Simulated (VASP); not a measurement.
# SrMg6Mn (Amm2) in VASP: reference runs

How does SrMg6Mn come out in PBE? The cell is run as given and disturbed.

Program: VASP 6.6.1. These are calculated values, not measurements. Logs are shortened: lines on timing, memory, paths and dates and some standing lists are left out, and cuts for length are marked.

**1. The crystal as given**

Symmetry: Amm2, No. 38, orthorhombic system. Conventional cell: a = 5.095 Å, b = 6.540 Å, c = 11.307 Å, α = 90.00°, β = 90.00°, γ = 90.00°. Sr (site symmetry mm2) is surrounded by 10 Mg at 3.25 to 3.28 Å and 2 Mn at 3.27 Å. Around Mn (site symmetry mm2) lie 10 Mg at 3.02 to 3.44 Å and 2 Sr at 3.27 Å. Mg (site symmetry mm2) has 10 Mg at 3.08 to 3.45 Å and 2 Sr at 3.26 Å as nearest neighbours. Mg (site symmetry mm2) is surrounded by 8 Mg at 3.01 to 3.28 Å and 2 Mn at 3.18 Å. Around Mg (site symmetry m) lie 5 Mg at 2.88 to 3.18 Å and 2 Mn at 3.02 Å and 2 Sr at 3.26 Å. Mg (site symmetry m) is surrounded by 2 Mn at 3.09 to 3.44 Å and 8 Mg at 3.12 to 3.33 Å and 2 Sr at 3.25 to 3.28 Å.

The cell comes from a database or a generator and needn't be the stable form of this composition.

**2. Single point, PBE, collinear spin, ferromagnetic start**

The input, INCAR:

```
SYSTEM = SrMg6Mn
  PREC = Accurate
  ENCUT = 520
  EDIFF = 1E-7
  ISMEAR = -1
  SIGMA = 0.05
  LREAL = .False.
  LASPH = .True.
  NELM = 150
  ALGO = Normal
  ISIF = 2
  LWAVE = .False.
  LCHARG = .False.
  ISPIN = 2
  MAGMOM = 0 4 0 0 0 0 0 0
  LORBIT = 11
  LMAXMIX = 4
  GGA = PE
  NBANDS = 32
```

The input, KPOINTS:

```
Automatic mesh
0
Gamma
  5 5 5
  0 0 0
```

The input, POSCAR:

```
SrMg6Mn
1.0
    5.0948380000      0.0000000000      0.0000000000
    0.0000000000      3.2698605000      5.6536340000
    0.0000000000     -3.2698605000      5.6536340000
Sr Mn Mg
1 1 6
Direct
    0.0000000000      0.3336690000      0.3336690000
    0.0000000000      0.8468260000      0.8468260000
    0.5000000000      0.1538840000      0.1538840000
    0.5000000000      0.6791700000      0.6791700000
    0.5000000000      0.6928720000      0.1330120000
    0.5000000000      0.1330120000      0.6928720000
    0.0000000000      0.8349670000      0.3256030000
    0.0000000000      0.3256030000      0.8349670000
```

Potentials or basis: VASP PAW PBE potentials, release 64 (Sr_sv, Mn_pv, Mg).

Command:

```sh
cat potpaw_PBE.64/Sr_sv/POTCAR potpaw_PBE.64/Mn_pv/POTCAR potpaw_PBE.64/Mg/POTCAR > POTCAR
mpirun -np 1 vasp_std > vasp.out
```

OUTCAR:

```text
SYSTEM = SrMg6Mn
   PREC = Accurate
   ENCUT = 520
   EDIFF = 1E-7
   ISMEAR = -1
   LREAL = .False.
   LASPH = .True.
   NELM = 150
   ISIF = 2
   ISPIN = 2
   LORBIT = 11
   GGA = PE

 ion  position               nearest neighbor table
   1  0.000  0.334  0.334-   7 3.25   8 3.25   3 3.26   3 3.26   6 3.26   5 3.26   5 3.26   6 3.26
                             2 3.27   2 3.27   8 3.28   7 3.28
   2  0.000  0.847  0.847-   5 3.02   6 3.02   5 3.02   6 3.02   7 3.09   8 3.09   4 3.18   4 3.18
                             1 3.27   1 3.27
   3  0.500  0.154  0.154-   5 3.08   6 3.08   7 3.12   8 3.12   7 3.12   8 3.12   1 3.26   1 3.26
                             4 3.28   4 3.28   5 3.45   6 3.45
   4  0.500  0.679  0.679-   5 3.01   6 3.01   2 3.18   2 3.18   8 3.24   7 3.24   7 3.24   8 3.24
                             3 3.28   3 3.28   6 3.52   5 3.52
   5  0.500  0.693  0.133-   6 2.88   4 3.01   2 3.02   2 3.02   3 3.08   7 3.18   7 3.18   1 3.26
                             1 3.26   3 3.45   4 3.52
   6  0.500  0.133  0.693-   5 2.88   4 3.01   2 3.02   2 3.02   3 3.08   8 3.18   8 3.18   1 3.26
                             1 3.26   3 3.45   4 3.52
   7  0.000  0.835  0.326-   2 3.09   3 3.12   3 3.12   5 3.18   5 3.18   8 3.21   4 3.24   4 3.24
                             1 3.25   1 3.28   8 3.33
   8  0.000  0.326  0.835-   2 3.09   3 3.12   3 3.12   6 3.18   6 3.18   7 3.21   4 3.24   4 3.24
                             1 3.25   1 3.28   7 3.33

  LATTYP: Found a base centered orthorhombic cell.
 ALAT       =     6.5397210000
 B/A-ratio  =     1.7290138218
 C/A-ratio  =     0.7790604523

  Lattice vectors:

 A1 = (   0.0000000000,   3.2698605000,  -5.6536340000)
 A2 = (   0.0000000000,   3.2698605000,   5.6536340000)
 A3 = (   5.0948380000,   0.0000000000,   0.0000000000)

Analysis of symmetry for initial positions (statically):
=====================================================================
 Subroutine PRICEL returns:
 Original cell was already a primitive cell.

 Routine SETGRP: Setting up the symmetry group for a
 base centered orthorhombic supercell.

 Subroutine GETGRP returns: Found  4 space group operations
 (whereof  4 operations were pure point group operations)
 out of a pool of  8 trial point group operations.

The static configuration has the point symmetry C_2v.

Analysis of symmetry for dynamics (positions and initial velocities):
=====================================================================
 Subroutine PRICEL returns:
 Original cell was already a primitive cell.

 Routine SETGRP: Setting up the symmetry group for a
 base centered orthorhombic supercell.

 Subroutine GETGRP returns: Found  4 space group operations
 (whereof  4 operations were pure point group operations)
 out of a pool of  8 trial point group operations.

The dynamic configuration has the point symmetry C_2v.

Analysis of structural, dynamic, and magnetic symmetry:
=====================================================================
 Subroutine PRICEL returns:
 Original cell was already a primitive cell.

 Routine SETGRP: Setting up the symmetry group for a
 base centered orthorhombic supercell.

 Subroutine GETGRP returns: Found  4 space group operations
 (whereof  4 operations were pure point group operations)
 out of a pool of  8 trial point group operations.

The overall configuration has the point symmetry C_2v.

 Subroutine INISYM returns: Found  4 space group operations
 (whereof  4 operations are pure point group operations),
 and found     1 'primitive' translations

----------------------------------------------------------------------------------------

                                     Primitive cell

  volume of cell :     188.3724

  direct lattice vectors                    reciprocal lattice vectors
     5.094838000  0.000000000  0.000000000     0.196277095  0.000000000  0.000000000
     0.000000000  3.269860500  5.653634000     0.000000000  0.152911722  0.088438693
     0.000000000 -3.269860500  5.653634000     0.000000000 -0.152911722  0.088438693

  length of vectors
     5.094838000  6.531122805  6.531122805     0.196277095  0.176644833  0.176644833

  position of ions in fractional coordinates (direct lattice)
     0.000000000  0.333669000  0.333669000
     0.000000000  0.846826000  0.846826000
     0.500000000  0.153884000  0.153884000
     0.500000000  0.679170000  0.679170000
[... 77 lines left out ...]
 SYSTEM =  SrMg6Mn
   PREC   = accura    normal or accurate (medium, high low for compatibility)
   ISTART =      0    job   : 0-new  1-cont  2-samecut
   ICHARG =      2    charge: 1-file 2-atom 10-const
   ISPIN  =      2    spin polarized calculation?
   LNONCOLLINEAR =      F non collinear calculations
   LSORBIT =      F    spin-orbit coupling
   LASPH  =      T    aspherical Exc in radial PAW
   ENCUT  =  520.0 eV  38.22 Ry    6.18 a.u.   9.47 12.14 12.14*2*pi/ulx,y,z
   NELM   =    150;   NELMIN=  2; NELMDL= -5     # of ELM steps
   EDIFF  = 0.1E-06   stopping-criterion for ELM
   LREAL  =      F    real-space projection
   EDIFFG = 0.1E-05   stopping-criterion for IOM
   NSW    =      0    number of steps for IOM
   IBRION =     -1    ionic relax: 0-MD 1-quasi-New 2-CG
   NFREE  =      0    steps in history (QN), initial steepest desc. (CG)
   ISIF   =      2    stress and relaxation
   ISYM   =      2    0-nonsym 1-usesym 2-fastsym
   POTIM  = 0.5000    time-step for ionic-motion
   TEBEG  =    0.0;   TEEND  =   0.0 temperature during run
   PSTRESS=    0.0 pullay stress
   NELECT =      35.0000    total number of electrons
   NUPDOWN=      -1.0000    fix difference up-down
   EMIN   =  10.00;   EMAX   =-10.00  energy-range for DOS
   EFERMI =   0.00;   METHOD = LEGACY
   ISMEAR =    -1;   SIGMA  =   0.05  broadening in eV -4-tet -1-fermi 0-gaus
   EFERMI_NEDOS =   21; number of points for ismear=-14 and -15
   IALGO  =     38    algorithm
   IMIX   =      4    mixing-type and parameters
     AMIX     =   0.40;   BMIX     =  1.00
     AMIX_MAG =   1.60;   BMIX_MAG =  1.00
  volume/ion in A,a.u.               =      23.55       158.90
  Fermi-wavevector in a.u.,A,eV,Ry     =   0.934168  1.765322 11.873399  0.872670
  Thomas-Fermi vector in A             =   2.060945
   LORBIT       =     11    0 simple, 1 ext, 2 COOP (PROOUT), +10 PAW based schemes
   GGA     = PE    functional components
   LHFCALC =     F    Hartree Fock is set to
   AEXX    =    0.0000 exact exchange contribution
   IVDW    =     0    specifies the selected vdW correction
   LEPSILON=     F    determine dielectric tensor
   LRPA    =     F    only Hartree local field effects (RPA)
 spin polarized calculation
  energy-cutoff  :      520.00
  volume of cell :      188.37
 maximum number of plane-waves:      5099
 NGX is ok and might be reduce to    40
   NGX = 19   NGY = 25   NGZ = 25

 number of electron      35.0000007 magnetization       3.8259177

 Free energy of the ion-electron system (eV)
  ---------------------------------------------------
  ext. energy  EPLUGINS =         0.00000000
  ---------------------------------------------------
  free energy    TOTEN  =       -18.06399065 eV

  energy without entropy =      -18.02350175  energy(sigma->0) =      -18.04374620

 E-fermi :   2.9552     XC(G=0):  -8.8383

 val. band max:        2.9494686371   @ k =   0.2000   0.4000   0.2000
 cond. band min:       2.9601578623   @ k =   0.0000   0.4000   0.0000
 fundamental gap:      0.0106892252
 Fermi energy:         2.9551956818

 spin component 1

 k-point     1 :       0.0000    0.0000    0.0000
  band No.  band energies     occupation
      1     -47.0996      1.00000
      2     -47.0565      1.00000
      3     -47.0319      1.00000
      4     -32.2460      1.00000
      5     -14.4209      1.00000
      6     -14.3865      1.00000
[... 757 lines left out ...]
     28       7.0673      0.00000
     29       7.2142      0.00000

 [... further k-points ...]

 spin component 2

 k-point     1 :       0.0000    0.0000    0.0000
  band No.  band energies     occupation
      1     -43.1347      1.00000
      2     -43.1291      1.00000
      3     -43.0984      1.00000
      4     -32.2556      1.00000
      5     -14.4322      1.00000
      6     -14.3979      1.00000
[... 757 lines left out ...]
     28       7.2618      0.00000
     29       7.4150      0.00000

 [... further k-points ...]

 [bands above 29 left out]

------------------------ aborting loop because EDIFF is reached ----------------------------------------

  FORCE on cell =-STRESS in cart. coord.  units (eV):
  Direction    XX          YY          ZZ          XY          YZ          ZX
  --------------------------------------------------------------------------------------
  -------------------------------------------------------------------------------------
  Total        2.4956335      2.5433698      2.8493977      0.0000000      0.0000000      0.0000000
  in kB       21.2262904     21.6323050     24.2351863      0.0000000      0.0000000      0.0000000
  external PRESSURE =      22.3645939 kB  Pullay stress =       0.0000000 kB

 VOLUME and BASIS-vectors are now :
 -----------------------------------------------------------------------------
  energy-cutoff  :      520.00
  volume of cell :      188.37
      direct lattice vectors                 reciprocal lattice vectors
     5.094838000  0.000000000  0.000000000     0.196277095  0.000000000  0.000000000
     0.000000000  3.269860500  5.653634000     0.000000000  0.152911722  0.088438693
     0.000000000 -3.269860500  5.653634000     0.000000000 -0.152911722  0.088438693

 POSITION                                       TOTAL-FORCE (eV/Angst)
 -----------------------------------------------------------------------------------
      0.00000      0.00000      3.77288         0.000000      0.000000     -0.030866
      0.00000      0.00000      9.57529         0.000000      0.000000     -0.020049
      2.54742      0.00000      1.74001         0.000000      0.000000      0.000669
      2.54742      0.00000      7.67956         0.000000      0.000000     -0.289780
      2.54742      1.83066      4.66925         0.000000     -0.290427      0.155416
      2.54742     -1.83066      4.66925         0.000000      0.290427      0.155416
      0.00000      1.66555      6.56144         0.000000     -0.016363      0.014597
      0.00000     -1.66555      6.56144         0.000000      0.016363      0.014597
 -----------------------------------------------------------------------------------
    total drift:                               -0.000000     -0.000000      0.000195

  FREE ENERGIE OF THE ION-ELECTRON SYSTEM (eV)
  ---------------------------------------------------
  free  energy   TOTEN  =       -18.0639906531 eV

  energy  without entropy=      -18.0235017488  energy(sigma->0) =      -18.04374620

 total charge

# of ion       s       p       d       tot
------------------------------------------
    1        2.051   5.764   0.302   8.117
    2        0.320   6.141   4.926  11.387
    3        0.235   0.124   0.011   0.370
    4        0.196   0.117   0.012   0.325
    5        0.228   0.132   0.012   0.372
    6        0.228   0.132   0.012   0.372
    7        0.223   0.127   0.011   0.360
    8        0.223   0.127   0.011   0.360
--------------------------------------------------
tot          3.704  12.664   5.296  21.664

 magnetization (x)

# of ion       s       p       d       tot
------------------------------------------
    1       -0.004   0.005  -0.020  -0.018
    2        0.048   0.033   3.692   3.774
    3        0.003   0.005  -0.000   0.008
    4       -0.008  -0.004   0.000  -0.012
    5       -0.008  -0.007  -0.000  -0.015
    6       -0.008  -0.007  -0.000  -0.015
    7       -0.002  -0.007   0.000  -0.009
    8       -0.002  -0.007   0.000  -0.009
--------------------------------------------------
tot          0.020   0.011   3.673   3.703
```

Wall time 6.9 min (1 thread of Intel Xeon Platinum 8488C (Sapphire Rapids), shared host); peak memory 0.53 GiB.

Results:

* Free energy: -18.0640 eV
* Pressure: 2.2 GPa
* Largest force: 0.329 eV/Å
* Band gap on the k mesh: none (metal or under the smearing width)
* Net moment: 3.83 μB per cell
* Site moments: Sr -0.02; Mn +3.77; Mg +0.01, -0.01 μB
* Valence electrons inside the program's atomic spheres: Sr 8.12; Mn 11.39; Mg 0.37, 0.33, 0.36

Forces on the atoms (eV/Å):
```
Sr   0.000  0.000 -0.031
Mn   0.000  0.000 -0.020
Mg   0.000  0.000  0.001
Mg   0.000  0.000 -0.290
Mg   0.000 -0.290  0.155
Mg   0.000  0.290  0.155
Mg   0.000 -0.016  0.015
Mg   0.000  0.016  0.015
```

Levels at points of the mesh, in eV from the Fermi level:
Spin up:
| k point | band 17 | band 18 | band 19 | band 20 | band 21 | band 22 | band 23 | band 24 |
| --- | --- | --- | --- | --- | --- | --- | --- | --- |
| (0.00, 0.00, 0.00) | -1.38 | -1.26 | -1.16 | -0.93 | 0.16 | 1.57 | 2.22 | 2.79 |
Spin down:
```tsv
k point	band 14	band 15	band 16	band 17	band 18	band 19
(0.00, 0.00, 0.00)	-1.19	-0.91	-0.63	-0.09	0.44	0.90
```

(Continued in part 2 of 2.)
